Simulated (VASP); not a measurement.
A convergence study with VASP on Ge (diamond): one setting is varied, all else stays as given below, so the limit is that of these other settings. Each run relaxes cell and ions from the cell shown. The basis is that of the starting cell, so low cut-offs carry a Pulay error.

```
CELL_PARAMETERS angstrom
      0.00000     2.82900     2.82900
      2.82900     0.00000     2.82900
      2.82900     2.82900     0.00000
ATOMIC_POSITIONS crystal
  Ge 0.00000 0.00000 0.00000
  Ge 0.25000 0.25000 0.25000
```

These are PBEsol GGA, VASP's PBE PAW potentials (set 64) (plane waves; VASP 6.6.1) values and carry that method's errors. The tightest run used: 700 eV cut-off, 7×7×7 Γ-centred mesh, Gaussian smearing of 0.050 eV, potentials Ge_d.

Task: The settings run are ENCUT = 250; ENCUT = 300; ENCUT = 350; ENCUT = 400; ENCUT = 450; ENCUT = 500; ENCUT = 550; ENCUT = 600; ENCUT = 650; ENCUT = 700. From which on does the relaxed volume stay within 0.05 Å³/atom of the tightest run?

Result: From ENCUT = 500 on: it is off by 0.021 there and by no more than 0.05 in any finer run, while ENCUT = 450 is off by 0.066.
```
setting      relaxed volume (Å³/atom)  E (eV/atom)  plane waves  difference judged (Å³/atom)
-----------  ------------------------  -----------  -----------  ---------------------------
ENCUT = 250                    20.441      -4.9692          418                        2.391
ENCUT = 300                    22.420      -4.9247          547                        0.412
ENCUT = 350                    22.838      -4.9270          683                        0.007
ENCUT = 400                    22.733      -4.9255          869                        0.098
ENCUT = 450                    22.765      -4.9253          998                        0.066
ENCUT = 500                    22.811      -4.9258         1173                        0.021
ENCUT = 550                    22.844      -4.9261         1363                        0.012
ENCUT = 600                    22.842      -4.9261         1525                        0.010
ENCUT = 650                    22.834      -4.9260         1721                        0.003
ENCUT = 700                    22.832      -4.9261         1922                        0.000
```

Left out are rungs that failed or repeat a setting and relaxations that didn't move; long series are thinned to 24 rows.

The compound is Ge in the diamond structure.
